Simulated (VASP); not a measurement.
A run of VASP 6.6.1 is set up as follows.

The input INCAR:

```
PREC     = Accurate       # precision mode
ENCUT    = 520            # plane-wave cutoff, eV
EDIFF    = 1E-7           # SCF threshold, eV
ISMEAR   = 0              # smearing method
SIGMA    = 0.1            # smearing width, eV
LREAL    = False          # projectors in reciprocal space
LASPH    = True           # aspherical terms in the spheres
NELM     = 100            # most SCF steps
ALGO     = Fast           # electronic algorithm
ISIF     = 2              # what is computed and relaxed
LWAVE    = False          # write WAVECAR
LCHARG   = True           # write CHGCAR
GGA      = PE             # functional
LELF     = True           # ELF
LVHAR    = True         
NBANDS   = 24             # bands
```

File KPOINTS:

```
regular mesh
0
Gamma
  3 3 3
```

Contents of POSCAR:

```
Ba2SbCl
1.0
    4.6518130000     -0.0528430000     -0.0785840000
   -0.1671080000      6.2590800000      0.2344250000
    0.0145090000      0.1340660000      5.3420440000
Sb Cl Ba
1 1 2
Direct
    0.5480784213      0.2104554432      0.9903827406
    0.0834140254      0.4417358997      0.8447966863
    0.0570939700      0.0979742077      0.4520505763
    0.5778931899      0.5610596238      0.4697428093
```

Potentials or basis: VASP PAW PBE potentials, release 64 (Sb, Cl, Ba_sv).

Run with:

```bash
$ cat potpaw_PBE.64/Sb/POTCAR potpaw_PBE.64/Cl/POTCAR potpaw_PBE.64/Ba_sv/POTCAR > POTCAR
$ mpirun -np 1 vasp_std > vasp.out
```

Question: Predict the pressure.

Answer: 5.1 GPa.

Question: What does it give for the largest force?

Answer: 2.256 eV/Å.

Question: Estimate the band gap on the k mesh.

Answer: None (metal or under the smearing width).

Stress tensor (GPa, compression positive):
```
10.83 -0.01  0.18
-0.01  6.17 -1.02
 0.18 -1.02 -1.83
```

Caveat: the k mesh is coarse (spacing up to 0.45 Å⁻¹), so the values aren't converged. The run has no spin-orbit coupling, so splittings on Ba, Sb are missing.
